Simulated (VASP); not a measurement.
```
CELL_PARAMETERS angstrom
      3.14531     0.00000     0.00000
      0.00000     4.44814     0.00000
      0.00000     0.00000    24.36258
ATOMIC_POSITIONS crystal
  Nb 0.00000 0.00000 0.34585
  Nb 0.50000 0.50000 0.39966
  Nb 0.00000 0.00000 0.46662
  Nb 0.50000 0.50000 0.53338
  Nb 0.00000 0.00000 0.60034
  Nb 0.50000 0.50000 0.65415
  C  0.50000 0.00000 0.40204
  C  0.00000 0.50000 0.33797
  C  0.50000 0.00000 0.53200
  C  0.00000 0.50000 0.46800
  C  0.50000 0.00000 0.66203
  C  0.00000 0.50000 0.59796
```

Computed with PBEsol GGA, VASP's PBE PAW potentials (set 64) (plane waves; VASP 6.6.1). Numerical set-up: PREC = Normal, 450 eV cut-off, 9×6×1 Γ-centred mesh, first-order Methfessel-Paxton smearing of 0.10 eV, potentials Nb_sv C.

**Question.** What does the run give for the energy per atom (σ→0), band gap (on the k-mesh) with the smallest direct gap where there is one?

**Answer.** 
```
Quantity                                                     Value
------------------------  ----------------------------------------
band gap (on the k-mesh)  none (metal, semimetal or under 0.01 eV)
energy per atom (σ→0)                              -10.445 eV/atom
```

The cell is a thin slab with vacuum, built from NbC (rock salt): (110) face.
